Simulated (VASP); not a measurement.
Here is the system:

Space group Fm-3m (No. 225); a = b = c = 6.505 Å, α = β = γ = 90.00°

| atom | site | symmetry | x | y | z |
|---|---|---|---|---|---|
| Te | 4b | m-3m | 0.5000 | 0.5000 | 0.5000 |
| Pb | 4a | m-3m | 0.0000 | 0.0000 | 0.0000 |
(The calculation used a cell of 2 atoms; values per cell refer to that cell.)

These are optB86b-vdW, VASP's PBE PAW potentials (set 64) (plane waves; VASP) values and carry that method's errors. Numerical set-up: 520 eV cut-off, 7×7×7 Γ-centred mesh, Gaussian smearing of 0.050 eV, potentials Te Pb_d.

### Question
Give the energy at these volumes per atom, relative to the lowest: 32.32, 33.35, 34.38, 35.41, 36.44 Å³.

### Answer
18.9, 4.6, 0.0, 3.7, 14.3 meV/atom. A third-order Birch-Murnaghan fit gives B0 = 42.4 GPa and B0′ = 4.6.

Measured: bulk modulus 39.8 GPa at 300 K (computed value off by +6.5 %), as given by Kerstin Hummer et al., Physical Review B (2007), doi:10.1103/physrevb.75.195211; a 6.438 Å at 120 K (computed value off by +1.0 %), as given by Noda, Masumoto, Ohba, Saito, Toriumi, Iwata, Shibuya, Acta Cryst. C 43, 1443 (1987), by a structure database's card. The calculation is for a static lattice, while the measured bulk modulus, a hold thermal and zero-point effects, which are part of the difference.

The compound is PbTe in the rock salt structure. It was relaxed first.
